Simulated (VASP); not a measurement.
# InP: GW quasiparticle gap, part 3 of 3

Wanted: how far GW moves the Kohn-Sham levels of InP. The cell is of the zinc-blende type, one of the forms listed for this formula. The start is a cell from a database of measured crystal structures.

VASP 6.6.1, plane waves and PAW; the level of theory is named at each step.

So far, quasiparticle gap on the mesh (eV): step 4 (G0W0, bands in the sums 44) 1.16; step 6 (G0W0, bands in the sums 84) 1.12.

The database entry behind the starting cell differs from later determinations by our own check (0.1 to 0.3 % short, probably kX units), so it need not match the best structure at ambient conditions.

### 8. G0W0, bands in the sums 168

This step: G0W0 on LDA; plane waves and PAW (In_d_GW, P_GW) (VASP 6.6.1).

The sums now run over 168 bands at the same response cutoff.

INCAR reads:

```
SYSTEM = InP
PREC = Accurate
ENCUT = 300
ISMEAR = 0
SIGMA = 0.01
LREAL = .FALSE.
GGA = CA
NBANDS = 168
ALGO = EVGW0
NELMGW = 1
ENCUTGW = 180
NOMEGA = 48
PRECFOCK = Fast
NBANDSGW = 20
LWAVE = .FALSE.
LCHARG = .FALSE.
```

POSCAR reads:

```
InP
1.0
    0.0000000000      2.9305000000      2.9305000000
    2.9305000000      0.0000000000      2.9305000000
    2.9305000000      2.9305000000      0.0000000000
In P
1 1
Direct
    0.0000000000      0.0000000000      0.0000000000
    0.7500000000      0.7500000000      0.7500000000
```

KPOINTS reads:

```
Automatic mesh
0
Gamma
5 5 5
0 0 0
```

Potentials, in the order of the species: In_d_GW and P_GW (LDA family, release 64).

Run with:

```
$ mpirun -np 4 vasp_std
```

Output:

```text
[banner, memory and clock lines left out]
running    4 mpi-ranks, on    1 nodes
[...]
[... a notice as in an earlier step ...]

 LDA part: xc-table for (Slater(with rela. corr.)+CA(PZ))
 , standard interpolation
 found WAVECAR, reading the header
 POSCAR, INCAR and KPOINTS ok, starting setup
[...]
reading WAVECAR
 the WAVECAR file was read successfully
 initial charge from wavefunction
 available memory per node:    119.67 GB, setting MAXMEM to    122538

 The Fermi energy was updated, please check that it is located mid-gap
 values below the HOMO (VB) or above the LUMO (CB) will cause erroneous energies
 E-fermi :   3.9941

 calculate exact exchange contribution
 the WAVEDER file was read successfully
energies w=
    0.000    0.000    0.219    0.000    0.437    0.000    0.654    0.000
    0.868    0.000    1.078    0.000    1.286    0.000    1.489    0.000
    1.688    0.000    1.884    0.000    2.076    0.000    2.265    0.000
[...]
total number of BLAS operations       2276.12 Gflops
NQ=   6   -0.4000    0.2000    0.0000,
|.........|.........|.........|.........|.........|.........|.........|.........
 performed       4635000 updates of chi_q(r,r)
 total number of BLAS operations       2903.18 Gflops
NQ=   7   -0.2000    0.2000    0.0000,
|.........|.........|.........|.........|.........|.........|.........|.........
 performed       5563000 updates of chi_q(r,r)
 total number of BLAS operations       3440.94 Gflops
NQ=   8    0.4000    0.4000    0.0000,
|.........|.........|.........|.........|.........|.........|.........|.........
 performed       6276000 updates of chi_q(r,r)
 total number of BLAS operations       3882.33 Gflops
NQ=   9   -0.4000    0.4000    0.0000,
|.........|.........|.........|.........|.........|.........|.........|.........
 performed       7204000 updates of chi_q(r,r)
 total number of BLAS operations       4448.44 Gflops
NQ=  10   -0.4000    0.4000    0.2000,
|.........|.........|.........|.........|.........|.........|.........|.........
 performed       8347000 updates of chi_q(r,r)
 total number of BLAS operations       5110.68 Gflops
 resolving degeneracies of screened two electron integrals

 calculate QP shifts <psi_nk| G(iteration)W_0 |psi_nk>: iteration 1
 entering main loop
```

It took 2.1 min on 4 MPI ranks of Intel Xeon Platinum 8488C (Sapphire Rapids), shared host; peak memory 1.2 GiB.

From OUTCAR (step 8):

```text
 QP shifts <psi_nk| G(iteration)W_0 |psi_nk>: iteration 1
 for sc-GW calculations column KS-energies equals QP-energies in previous step
 and V_xc(KS)=  KS-energies - (<T + V_ion + V_H > + <T+V_H+V_ion>^1  + <V_x>^1)
 k-point   1 :       0.0000    0.0000    0.0000
  band No.  KS-energies  QP-energies   sigma(KS)   V_xc(KS)     V^pw_x(r,r')   Z            occupation Imag(sigma)
    ...
      6      -7.8067      -8.1124     -11.9807     -11.4771     -18.2341       0.6072       2.0000       0.4682
      7       3.7467       3.3713     -12.9031     -12.3933     -13.8408       0.7364       2.0000      -0.2122
      8       3.7467       3.3713     -12.9031     -12.3933     -13.8408       0.7364       2.0000      -0.2122
      9       3.7467       3.3713     -12.9031     -12.3933     -13.8408       0.7364       2.0000      -0.2122
     10       4.2415       4.5335     -10.9622     -11.3468      -7.1828       0.7593       0.0000      -0.3247
     11       7.6888       8.0051      -9.9513     -10.3704      -5.5658       0.7548       0.0000      -0.3094
     12       7.6888       8.0051      -9.9513     -10.3704      -5.5658       0.7548       0.0000      -0.3094
     13       7.6888       8.0051      -9.9513     -10.3704      -5.5658       0.7548       0.0000      -0.3094
    ...

[... 1 part as in an earlier step ...]

[... 2 further parts left out ...]
[key lines of the parts left out:]
E-fermi :   3.9941
```

The gap is now 1.162 eV, +47 meV against the GW run before. Spin-orbit coupling is left out.

### 9. Empty bands

This step: LDA; plane waves and PAW (In_d_GW, P_GW) (VASP 6.6.1).

The empty bands are made again, for the run that follows.

INCAR reads:

```
SYSTEM = InP
PREC = Accurate
ENCUT = 300
ISMEAR = 0
SIGMA = 0.01
LREAL = .FALSE.
GGA = CA
NBANDS = 280
ALGO = Exact
NELM = 1
LWAVE = .TRUE.
LCHARG = .FALSE.
LOPTICS = .TRUE.
NEDOS = 1000
CSHIFT = 0.1
```

POSCAR is that of step 8.

KPOINTS is that of step 8.

Run with:

```
$ mpirun -np 4 vasp_std
```

Output:

```text
[banner, memory and clock lines left out]
running    4 mpi-ranks, on    1 nodes
[...]
LDA part: xc-table for (Slater(with rela. corr.)+CA(PZ))
 , standard interpolation
 found WAVECAR, reading the header
  number of bands has changed, file:    15 present:   280
  trying to continue reading WAVECAR, but it might fail
 POSCAR, INCAR and KPOINTS ok, starting setup
[...]
reading WAVECAR
 random initialization beyond band           15
 the WAVECAR file was read successfully
 initial charge from wavefunction
 entering main loop
       N       E                     dE             d eps       ncg     rms          rms(c)
DIA:   1    -0.957648325444E+01   -0.95765E+01    0.00000E+00     0   0.000E+00
   1 F= -.95764833E+01 E0= -.95764833E+01  d E =-.301960E-20
 writing wavefunctions
 optical routines
 imaginary and real dielectric function
 recalculating local potential from charge density
 direction            1
 direction            2
 direction            3
```

Elapsed: 3.4 s, on 4 MPI ranks; peak memory 0.56 GiB.

OUTCAR, selected parts (step 9):

```text
 POSITION                                       TOTAL-FORCE (eV/Angst)
 -----------------------------------------------------------------------------------
      0.00000      0.00000      0.00000         0.000000      0.000000     -0.000000
      4.39575      4.39575      4.39575        -0.000000     -0.000000      0.000000
 -----------------------------------------------------------------------------------
    total drift:                                0.000000      0.000000      0.000001

[... 4 parts as in an earlier step ...]

[... 2 further parts left out ...]
[key lines of the parts left out:]
E-fermi :   3.8086
```

WAVECAR now holds 280 bands for 18 electrons.

### 10. G0W0, bands in the sums 280

This step: G0W0 on LDA; plane waves and PAW (In_d_GW, P_GW) (VASP 6.6.1).

The sums now run over 280 bands at the same response cutoff.

INCAR reads:

```
SYSTEM = InP
PREC = Accurate
ENCUT = 300
ISMEAR = 0
SIGMA = 0.01
LREAL = .FALSE.
GGA = CA
NBANDS = 280
ALGO = EVGW0
NELMGW = 1
ENCUTGW = 180
NOMEGA = 48
PRECFOCK = Fast
NBANDSGW = 20
LWAVE = .FALSE.
LCHARG = .FALSE.
```

POSCAR is that of step 9.

KPOINTS is that of step 9.

Run with:

```
$ mpirun -np 4 vasp_std
```

Output:

```text
[banner, memory and clock lines left out]
running    4 mpi-ranks, on    1 nodes
[...]
[... a notice as in an earlier step ...]

 LDA part: xc-table for (Slater(with rela. corr.)+CA(PZ))
 , standard interpolation
 found WAVECAR, reading the header
 POSCAR, INCAR and KPOINTS ok, starting setup
[...]
reading WAVECAR
 the WAVECAR file was read successfully
 initial charge from wavefunction
 available memory per node:    119.22 GB, setting MAXMEM to    122082

 The Fermi energy was updated, please check that it is located mid-gap
 values below the HOMO (VB) or above the LUMO (CB) will cause erroneous energies
 E-fermi :   3.9941

 calculate exact exchange contribution
 the WAVEDER file was read successfully
energies w=
    0.000    0.000    0.220    0.000    0.438    0.000    0.655    0.000
    0.869    0.000    1.080    0.000    1.287    0.000    1.491    0.000
    1.691    0.000    1.887    0.000    2.079    0.000    2.269    0.000
[...]
total number of BLAS operations       3836.25 Gflops
NQ=   6   -0.4000    0.2000    0.0000,
|.........|.........|.........|.........|.........|.........|.........|.........
 performed       7810000 updates of chi_q(r,r)
 total number of BLAS operations       4889.52 Gflops
NQ=   7   -0.2000    0.2000    0.0000,
|.........|.........|.........|.........|.........|.........|.........|.........
 performed       9371000 updates of chi_q(r,r)
 total number of BLAS operations       5793.60 Gflops
NQ=   8    0.4000    0.4000    0.0000,
|.........|.........|.........|.........|.........|.........|.........|.........
 performed      10574000 updates of chi_q(r,r)
 total number of BLAS operations       6537.60 Gflops
NQ=   9   -0.4000    0.4000    0.0000,
|.........|.........|.........|.........|.........|.........|.........|.........
 performed      12135000 updates of chi_q(r,r)
 total number of BLAS operations       7489.34 Gflops
NQ=  10   -0.4000    0.4000    0.2000,
|.........|.........|.........|.........|.........|.........|.........|.........
 performed      14055000 updates of chi_q(r,r)
 total number of BLAS operations       8600.89 Gflops
 resolving degeneracies of screened two electron integrals

 calculate QP shifts <psi_nk| G(iteration)W_0 |psi_nk>: iteration 1
 entering main loop
```

Elapsed: 3.3 min, on 4 MPI ranks; peak memory 1.4 GiB; 13 min of CPU time.

OUTCAR, selected parts (step 10):

```text
 QP shifts <psi_nk| G(iteration)W_0 |psi_nk>: iteration 1
 for sc-GW calculations column KS-energies equals QP-energies in previous step
 and V_xc(KS)=  KS-energies - (<T + V_ion + V_H > + <T+V_H+V_ion>^1  + <V_x>^1)
 k-point   1 :       0.0000    0.0000    0.0000
  band No.  KS-energies  QP-energies   sigma(KS)   V_xc(KS)     V^pw_x(r,r')   Z            occupation Imag(sigma)
    ...
      6      -7.8067      -8.1738     -12.0824     -11.4771     -18.2341       0.6065       2.0000       0.4799
      7       3.7467       3.2683     -13.0451     -12.3933     -13.8408       0.7339       2.0000      -0.2911
      8       3.7467       3.2683     -13.0451     -12.3933     -13.8408       0.7339       2.0000      -0.2911
      9       3.7467       3.2683     -13.0451     -12.3933     -13.8408       0.7339       2.0000      -0.2911
     10       4.2415       4.4110     -11.1232     -11.3468      -7.1828       0.7582       0.0000      -0.3784
     11       7.6888       7.9102     -10.0763     -10.3704      -5.5658       0.7527       0.0000      -0.3689
     12       7.6888       7.9102     -10.0763     -10.3704      -5.5658       0.7527       0.0000      -0.3689
     13       7.6888       7.9102     -10.0763     -10.3704      -5.5658       0.7527       0.0000      -0.3689
    ...

[... 1 part as in an earlier step ...]

[... 2 further parts left out ...]
[key lines of the parts left out:]
E-fermi :   3.9941
```

The gap is now 1.143 eV, -20 meV against the GW run before. Spin-orbit coupling is left out.

### 11. Summary

This step: GW series: G0W0 on LDA; plane waves and PAW (VASP 6.6.1).

Derived from the runs above.

Cost is wall time times ranks on a shared host, with the step that makes the empty bands. GW runs:

```csv
level,bands,ENCUTGW (eV),NOMEGA,k mesh,starting gap (eV),quasiparticle gap (eV),direct gap (eV),cost (core minutes)
G0W0,44,180,48,5x5x5,0.4948,1.155,1.155,3.12
G0W0,84,180,48,5x5x5,0.4948,1.116,1.116,4.85
G0W0,168,180,48,5x5x5,0.4948,1.162,1.162,8.67
G0W0,280,180,48,5x5x5,0.4948,1.143,1.143,13.49
```

### 12. Results

- G0W0 on LDA, 280 bands, ENCUTGW 180 eV, NOMEGA 48, mesh 5×5×5: 0.495 → 1.143 eV
- G0W0 on LDA, 44 bands, ENCUTGW 180 eV, NOMEGA 48, mesh 5×5×5: 0.495 → 1.155 eV

**Reading.** G0W0 gives a quasiparticle gap of 1.143 eV on the mesh, 0.65 eV over the LDA gap on the same mesh. On this mesh the starting valence top lies at Γ and the conduction bottom at Γ, so the starting gap is direct. The steps of the series move the gap by -40, +47, -19 meV; the last costs 1.6 times the one before. The last step lies within a tolerance of 30 meV, picked for this account, and the last two together move the gap by +27 meV. Response cutoff and mesh weren't varied, so the series can only reach this cutoff's value, and band edges off the mesh aren't seen. The orbitals give an independent-particle dielectric component as large as 57 on this mesh, where the few k points at the small direct gap weigh too much; the screening isn't converged. In In_d_GW the d shell is in the valence without all the semicore s and p states of the same shell; those stay frozen in the core, and how far that moves the GW gap wasn't tested here. Spin-orbit coupling is left out; with In in the cell it can split or shift band edges, by an amount that depends on which atoms form them and isn't tested here. Not tabulated here, as repeats of values shown or as unfit to read for their mesh, reference level or band range: eps2 curves (empty bands); eps1 curves and static values (empty bands); gaps (empty bands).

[Lines on the potential files, build, host, timing and source positions are cut from VASP's logs without a mark.]

[Logs are printed without paths, hosts, clocks, repeated set-up lines and the standing remarks that a program may print on its own settings, such as how far it seeks lower states.]

[Hosts, paths, dates, database ids (printed as entryN), source tags and the programs' standing remarks are cut or masked in the printed files.]

[Pressures printed for these runs are not shown converged in the cutoff: they can be off by several GPa and have the wrong sign.]
